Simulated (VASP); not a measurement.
Input of a VASP 6.6.1 run:

The input POSCAR:

```
W
1.0
   -1.5928563778      1.5928563778      1.5928563778
    1.5928563778     -1.5928563778      1.5928563778
    1.5928563778      1.5928563778     -1.5928563778
  W
     1
Direct
     0.0000000000000000    0.0000000000000000    0.0000000000000000
```

The input INCAR.step1:

```
  ALGO = Fast
  EDIFF = 1E-8
  EDIFFG = -0.002
  ENCUT = 600
  GGA = PE
  IBRION = 2
  ISIF = 3
  ISMEAR = -1
  KPAR = 8
  LASPH = T
  LCHARG = F
  LREAL = F
  LWAVE = F
  NELM = 100
  NSW = 40
  PREC = Accurate
  SIGMA = 0.05
```

The input INCAR.step2:

```
  ALGO = Fast
  EDIFF = 1E-8
  ENCUT = 600
  GGA = PE
  IBRION = 6
  ISIF = 3
  ISMEAR = -1
  KPAR = 8
  LASPH = T
  LCHARG = F
  LREAL = F
  LWAVE = F
  NELM = 100
  NFREE = 2
  NSW = 1
  POTIM = 0.015
  PREC = Accurate
  SIGMA = 0.05
```

KPOINTS

```
k-points
0
Gamma
  24 24 24
```

Potentials or basis: VASP PAW PBE potentials, release 64 (W_sv).

Run with:

```sh
$ cat potpaw_PBE.64/W_sv/POTCAR > POTCAR
$ cp INCAR.step1 INCAR
$ mpirun -np 8 vasp_std > vasp.out
$ cp CONTCAR POSCAR
$ cp INCAR.step2 INCAR
$ mpirun -np 8 vasp_std > vasp.out
```

Task: Estimate the elastic constants C11, C12, C44.

Result: 521, 197, 149 GPa.

Task: What does it give for the Voigt bulk modulus?

Result: 305 GPa.

Elastic tensor in Voigt notation (GPa, in the Cartesian axes of the cell as first typed):
```
521 197 197   0   0   0
197 521 197   0   0   0
197 197 521   0   0   0
  0   0   0 149   0   0
  0   0   0   0 149   0
  0   0   0   0   0 149
```

Spin-orbit coupling is left out, which matters for the levels of W.
